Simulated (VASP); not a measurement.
# Bi3SbO3 (P4/mmm) in VASP: a series of runs

The runs below take Bi3SbO3 through relaxation of cell and atoms, with PBE.

Everything below comes from runs of VASP 6.6.1. Logs are shortened: lines on timing, memory, paths and dates and some standing lists are left out, and cuts for length are marked.

## Step 1: The structure

It takes space group P4/mmm (No. 123, tetragonal). The conventional cell has a = 3.477 Å, b = 3.477 Å, c = 11.126 Å, α = 90.00°, β = 90.00°, γ = 90.00°. Sb (site symmetry 4/mmm) has 2 O at 3.16 Å and 8 Bi at 3.44 Å and 4 Sb at 3.48 Å as nearest neighbours. Bi (site symmetry 4/mmm) is surrounded by 6 O at 2.40 to 2.46 Å. Bi (site symmetry 4mm) is surrounded by 4 O at 2.57 Å. O (site symmetry 4/mmm) is surrounded by 4 Bi at 2.46 Å. O (site symmetry 4mm) is surrounded by 5 Bi at 2.40 to 2.57 Å.

The cell was built by a generator and needn't be a form met in nature.

## Step 2: Relaxation of cell and atoms, PBE

The input, INCAR:

```
SYSTEM = Bi3SbO3
ALGO = Normal
EDIFF = 1E-6
EDIFFG = -0.01
ENCUT = 520
GGA = PE
IBRION = 2
ISIF = 3
ISMEAR = 0
KPAR = 4
LASPH = .True.
LCHARG = .False.
LREAL = .False.
LWAVE = .False.
NELM = 120
NSW = 90
PREC = Accurate
SIGMA = 0.1
```

The input, KPOINTS:

```
k-points
0
Gamma
  8 8 4
  0 0 0
```

The input, POSCAR:

```
Bi3SbO3
1.0
    3.4770000000      0.0000000000      0.0000000000
    0.0000000000      3.4770000000      0.0000000000
    0.0000000000      0.0000000000     11.1260000000
Sb Bi O
1 3 3
Direct
    0.0000000000      0.0000000000      0.5000000000
    0.0000000000      0.0000000000      0.0000000000
    0.5000000000      0.5000000000      0.2832105000
    0.5000000000      0.5000000000      0.7167895000
    0.5000000000      0.5000000000      0.0000000000
    0.0000000000      0.0000000000      0.2155311900
    0.0000000000      0.0000000000      0.7844688100
```

Potentials or basis: VASP PAW PBE potentials, release 64 (Sb, Bi_d, O).

Run with:

```
cat potpaw_PBE.64/Sb/POTCAR potpaw_PBE.64/Bi_d/POTCAR potpaw_PBE.64/O/POTCAR > POTCAR
mpirun -np 4 vasp_std > vasp.out
```

OUTCAR:

```text
SYSTEM = Bi3SbO3
   EDIFF = 1E-6
   EDIFFG = -0.01
   ENCUT = 520
   GGA = PE
   IBRION = 2
   ISIF = 3
   ISMEAR = 0
   LASPH = .True.
   LREAL = .False.
   NELM = 120
   NSW = 90
   PREC = Accurate

 ion  position               nearest neighbor table
   1  0.000  0.000  0.500-   3 3.44   4 3.44   3 3.44   4 3.44   3 3.44   4 3.44   3 3.44   4 3.44

   2  0.000  0.000  0.000-   6 2.40   7 2.40   5 2.46   5 2.46   5 2.46   5 2.46
   3  0.500  0.500  0.283-   6 2.57   6 2.57   6 2.57   6 2.57   1 3.44   1 3.44   1 3.44   1 3.44

   4  0.500  0.500  0.717-   7 2.57   7 2.57   7 2.57   7 2.57   1 3.44   1 3.44   1 3.44   1 3.44

   5  0.500  0.500  0.000-   2 2.46   2 2.46   2 2.46   2 2.46
   6  0.000  0.000  0.216-   2 2.40   3 2.57   3 2.57   3 2.57   3 2.57
   7  0.000  0.000  0.784-   2 2.40   4 2.57   4 2.57   4 2.57   4 2.57

  LATTYP: Found a simple tetragonal cell.
 ALAT       =     3.4770000000
 C/A-ratio  =     3.1998849583

  Lattice vectors:

 A1 = (   3.4770000000,   0.0000000000,   0.0000000000)
 A2 = (   0.0000000000,   3.4770000000,   0.0000000000)
 A3 = (   0.0000000000,   0.0000000000,  11.1260000000)

Analysis of symmetry for initial positions (statically):
=====================================================================
 Subroutine PRICEL returns:
 Original cell was already a primitive cell.

 Routine SETGRP: Setting up the symmetry group for a
 simple tetragonal supercell.

 Subroutine GETGRP returns: Found 16 space group operations
 (whereof 16 operations were pure point group operations)
 out of a pool of 16 trial point group operations.

The static configuration has the point symmetry D_4h.

Analysis of symmetry for dynamics (positions and initial velocities):
=====================================================================
 Subroutine PRICEL returns:
 Original cell was already a primitive cell.

 Routine SETGRP: Setting up the symmetry group for a
 simple tetragonal supercell.

 Subroutine GETGRP returns: Found 16 space group operations
 (whereof 16 operations were pure point group operations)
 out of a pool of 16 trial point group operations.

The dynamic configuration has the point symmetry D_4h.

 Subroutine INISYM returns: Found 16 space group operations
 (whereof 16 operations are pure point group operations),
 and found     1 'primitive' translations

----------------------------------------------------------------------------------------

                                     Primitive cell

  volume of cell :     134.5081

  direct lattice vectors                    reciprocal lattice vectors
     3.477000000  0.000000000  0.000000000     0.287604257  0.000000000  0.000000000
     0.000000000  3.477000000  0.000000000     0.000000000  0.287604257  0.000000000
     0.000000000  0.000000000 11.126000000     0.000000000  0.000000000  0.089879561

  length of vectors
     3.477000000  3.477000000 11.126000000     0.287604257  0.287604257  0.089879561

  position of ions in fractional coordinates (direct lattice)
     0.000000000  0.000000000  0.500000000
     0.000000000  0.000000000  0.000000000
     0.500000000  0.500000000  0.283210500
     0.500000000  0.500000000  0.716789500
     0.500000000  0.500000000  0.000000000
     0.000000000  0.000000000  0.215531190
     0.000000000  0.000000000  0.784468810

  ion indices of the primitive-cell ions
   primitive index   ion index
                 1           1
                 2           2
                 3           3
                 4           4
                 5           5
                 6           6
                 7           7

----------------------------------------------------------------------------------------

 KPOINTS: k-points

Automatic generation of k-mesh.
 Grid dimensions read from file:
 generate k-points for:    8    8    4

 Generating k-lattice:

  Cartesian coordinates                     Fractional coordinates (reciprocal lattice)
     0.035950532  0.000000000  0.000000000     0.125000000  0.000000000  0.000000000
     0.000000000  0.035950532  0.000000000     0.000000000  0.125000000  0.000000000
     0.000000000  0.000000000  0.022469890     0.000000000  0.000000000  0.250000000

  Length of vectors
     0.035950532  0.035950532  0.022469890

  Shift w.r.t. Gamma in fractional coordinates (k-lattice)
     0.000000000  0.000000000  0.000000000

 Subroutine IBZKPT returns following result:
 ===========================================

 Found     45 irreducible k-points:

 Following reciprocal coordinates:
            Coordinates               Weight
  0.000000  0.000000  0.000000      1.000000
  0.125000  0.000000  0.000000      4.000000
  0.250000  0.000000  0.000000      4.000000
  0.375000  0.000000  0.000000      4.000000
  0.500000  0.000000  0.000000      2.000000
  0.125000  0.125000  0.000000      4.000000
[... 16 lines left out ...]
  0.375000  0.125000  0.250000     16.000000
  0.500000  0.125000  0.250000      8.000000
 [... further k-points ...]
   k-points           NKPTS =     45   k-points in BZ     NKDIM =     45   number of bands    NBANDS=     40
   number of dos      NEDOS =    301   number of ions     NIONS =      7
   total plane-waves  NPLWV =  65856
   dimension x,y,z NGX =    28 NGY =   28 NGZ =   84
   dimension x,y,z NGXF=    56 NGYF=   56 NGZF=  168
   ions per type =               1   3   3
   NGX,Y,Z   is equivalent  to a cutoff of  13.39, 13.39, 12.55 a.u.
   NGXF,Y,Z  is equivalent  to a cutoff of  26.78, 26.78, 25.10 a.u.
 SYSTEM =  Bi3SbO3
   PREC   = accura    normal or accurate (medium, high low for compatibility)
   ISTART =      0    job   : 0-new  1-cont  2-samecut
   ICHARG =      2    charge: 1-file 2-atom 10-const
   ISPIN  =      1    spin polarized calculation?
   LNONCOLLINEAR =      F non collinear calculations
   LSORBIT =      F    spin-orbit coupling
   LASPH  =      T    aspherical Exc in radial PAW
   ENCUT  =  520.0 eV  38.22 Ry    6.18 a.u.   6.46  6.46 20.69*2*pi/ulx,y,z
   NELM   =    120;   NELMIN=  2; NELMDL= -5     # of ELM steps
   EDIFF  = 0.1E-05   stopping-criterion for ELM
   LREAL  =      F    real-space projection
   EDIFFG = -.1E-01   stopping-criterion for IOM
   NSW    =     90    number of steps for IOM
   IBRION =      2    ionic relax: 0-MD 1-quasi-New 2-CG
   NFREE  =      1    steps in history (QN), initial steepest desc. (CG)
   ISIF   =      3    stress and relaxation
   ISYM   =      2    0-nonsym 1-usesym 2-fastsym
   POTIM  = 0.5000    time-step for ionic-motion
   TEBEG  =    0.0;   TEEND  =   0.0 temperature during run
   PSTRESS=    0.0 pullay stress
   NELECT =      68.0000    total number of electrons
   NUPDOWN=      -1.0000    fix difference up-down
   EMIN   =  10.00;   EMAX   =-10.00  energy-range for DOS
   EFERMI =   0.00;   METHOD = LEGACY
   ISMEAR =     0;   SIGMA  =   0.10  broadening in eV -4-tet -1-fermi 0-gaus
   EFERMI_NEDOS =   21; number of points for ismear=-14 and -15
   IALGO  =     38    algorithm
   IMIX   =      4    mixing-type and parameters
     AMIX     =   0.40;   BMIX     =  1.00
     AMIX_MAG =   1.60;   BMIX_MAG =  1.00
  volume/ion in A,a.u.               =      19.22       129.67
  Fermi-wavevector in a.u.,A,eV,Ry     =   1.304152  2.464491 23.140970  1.700813
  Thomas-Fermi vector in A             =   2.435107
   LORBIT       =      0    0 simple, 1 ext, 2 COOP (PROOUT), +10 PAW based schemes
   GGA     = PE    functional components
   LHFCALC =     F    Hartree Fock is set to
   AEXX    =    0.0000 exact exchange contribution
   IVDW    =     0    specifies the selected vdW correction
   LEPSILON=     F    determine dielectric tensor
   LRPA    =     F    only Hartree local field effects (RPA)
 conjugate gradient relaxation of ions
 non-spin polarized calculation
 Gauss-broadening in eV      SIGMA  =   0.10
  energy-cutoff  :      520.00
  volume of cell :      134.51
 maximum number of plane-waves:      3665
 NGX is ok and might be reduce to    28
   NGX = 13   NGY = 13   NGZ = 41

--------------------------------------- Ionic step        1  -------------------------------------------

 number of electron      67.9999988 magnetization

 Free energy of the ion-electron system (eV)
  ---------------------------------------------------
  ext. energy  EPLUGINS =         0.00000000
  ---------------------------------------------------
  free energy    TOTEN  =       -34.49092168 eV

  energy without entropy =      -34.47763425  energy(sigma->0) =      -34.48427797

------------------------ aborting loop because EDIFF is reached ----------------------------------------

  FORCE on cell =-STRESS in cart. coord.  units (eV):
  Direction    XX          YY          ZZ          XY          YZ          ZX
  --------------------------------------------------------------------------------------
  -------------------------------------------------------------------------------------
  Total        0.6539194      0.6539194      2.3225594      0.0000000      0.0000000      0.0000000
  in kB        7.7890836      7.7890836     27.6648922      0.0000000      0.0000000      0.0000000
  external PRESSURE =      14.4143531 kB  Pullay stress =       0.0000000 kB
[... 104 lines left out ...]
  FREE ENERGIE OF THE ION-ELECTRON SYSTEM (eV)
  ---------------------------------------------------
  free  energy   TOTEN  =       -34.5112814607 eV

  energy  without entropy=      -34.4984021396  energy(sigma->0) =      -34.50484180

[... ionic steps 4 to 11 ...]

--------------------------------------- Ionic step       12  -------------------------------------------

 number of electron      67.9999969 magnetization

------------------------ aborting loop because EDIFF is reached ----------------------------------------

  FORCE on cell =-STRESS in cart. coord.  units (eV):
  Direction    XX          YY          ZZ          XY          YZ          ZX
  --------------------------------------------------------------------------------------
  -------------------------------------------------------------------------------------
  Total       -0.1261505     -0.1261505     -0.1153215      0.0000000      0.0000000      0.0000000
  in kB       -1.4609011     -1.4609011     -1.3354947      0.0000000      0.0000000      0.0000000
  external PRESSURE =      -1.4190989 kB  Pullay stress =       0.0000000 kB
[... 67 lines left out ...]
  energy  without entropy=      -34.5301642535  energy(sigma->0) =      -34.53661719

--------------------------------------- Ionic step       14  -------------------------------------------

 number of electron      67.9999968 magnetization

 Free energy of the ion-electron system (eV)
  ---------------------------------------------------
  ext. energy  EPLUGINS =         0.00000000
  ---------------------------------------------------
  free energy    TOTEN  =       -34.54311014 eV

  energy without entropy =      -34.53012990  energy(sigma->0) =      -34.53662002

 E-fermi :   8.1093     XC(G=0): -10.5858

 val. band max:        8.0865460053   @ k =   0.5000   0.1250   0.0000
 cond. band min:       8.1494817882   @ k =   0.0000   0.0000   0.2500
 fundamental gap:      0.0629357829
 Fermi energy:         8.1092889083

 k-point     1 :       0.0000    0.0000    0.0000
  band No.  band energies     occupation
      1     -15.8702      2.00000
      2     -15.8173      2.00000
      3     -15.7366      2.00000
      4     -15.7365      2.00000
      5     -15.6494      2.00000
      6     -15.6449      2.00000
[... 1021 lines left out ...]
     39      10.1047      0.00000
     40      10.9849      0.00000

 [... further k-points ...]
[... 5 lines left out ...]
  --------------------------------------------------------------------------------------
  -------------------------------------------------------------------------------------
  Total       -0.0118624     -0.0118624      0.0380144      0.0000000      0.0000000      0.0000000
  in kB       -0.1376365     -0.1376365      0.4410719      0.0000000      0.0000000      0.0000000
  external PRESSURE =       0.0552663 kB  Pullay stress =       0.0000000 kB
[... 22 lines left out ...]
  FREE ENERGIE OF THE ION-ELECTRON SYSTEM (eV)
  ---------------------------------------------------
  free  energy   TOTEN  =       -34.5431101441 eV

  energy  without entropy=      -34.5301299032  energy(sigma->0) =      -34.53662002

 reached required accuracy - stopping structural energy minimisation
```

Run time: 4.7 min. Hardware: 4 MPI ranks of Intel Xeon 6975P-C (Granite Rapids), shared host; peak memory 0.4 GiB.

Results:

```yaml
Free_energy: -34.5431 eV
Relaxed_volume: 19.73 Å³/atom
Relaxed_cell: a = 3.458 Å, b = 3.458 Å, c = 11.546 Å, α = 90.00°, β = 90.00°, γ = 90.00°
Space_group_after_relaxing_to_0.05_Å: P4/mmm (No. 123)
Energy_gained_by_relaxing: 7.5 meV/atom
Ionic_steps: 14
Pressure_after_relaxing: 0.0 GPa
Largest_force_after_relaxing: 0.007 eV/Å
Band_gap_on_the_k_mesh: none (metal or under the smearing width)
```

Forces on the atoms (eV/Å):
```
Sb   0.000  0.000  0.000
Bi   0.000  0.000  0.000
Bi   0.000  0.000  0.004
Bi   0.000  0.000 -0.004
O    0.000  0.000  0.000
O    0.000  0.000  0.007
O    0.000  0.000 -0.007
```

The path:
| step | energy change (eV) | largest force (eV/Å) | pressure (GPa) | volume (Å³) |
| --- | --- | --- | --- | --- |
| 1 | 0.0000 | 0.1387 | 1.44 | 134.51 |
| 2 | -0.0202 | 0.1913 | -0.81 | 137.90 |
| 3 | -0.0204 | 0.1879 | -0.64 | 137.59 |
| 4 | -0.0345 | 0.2023 | -0.28 | 137.47 |
| 5 | -0.0400 | 0.2128 | 0.13 | 137.33 |
| 6 | -0.0464 | 0.1300 | 0.00 | 137.66 |
| 7 | -0.0506 | 0.0699 | -0.28 | 138.25 |
| 8 | -0.0504 | 0.0531 | 0.46 | 137.35 |
| 9 | -0.0512 | 0.0505 | 0.08 | 137.82 |
| 10 | -0.0518 | 0.0348 | 0.07 | 137.93 |
| 11 | -0.0521 | 0.0137 | 0.04 | 138.11 |
| 12 | -0.0521 | 0.0039 | -0.14 | 138.35 |
| 13 | -0.0521 | 0.0080 | -0.08 | 138.24 |
| 14 | -0.0522 | 0.0067 | 0.01 | 138.09 |

Final structure:
```
CELL_PARAMETERS angstrom
3.45821 0.00000 0.00000
0.00000 3.45821 0.00000
0.00000 0.00000 11.54638
ATOMIC_POSITIONS crystal
Sb 0.00000 0.00000 0.50000
Bi 0.00000 0.00000 0.00000
Bi 0.50000 0.50000 0.27829
Bi 0.50000 0.50000 0.72171
O 0.50000 0.50000 0.00000
O 0.00000 0.00000 0.20862
O 0.00000 0.00000 0.79138
```

Caveat: spin-orbit coupling is left out, which moves the levels of the heavy elements.

(Part 1 of 2 ends here.)
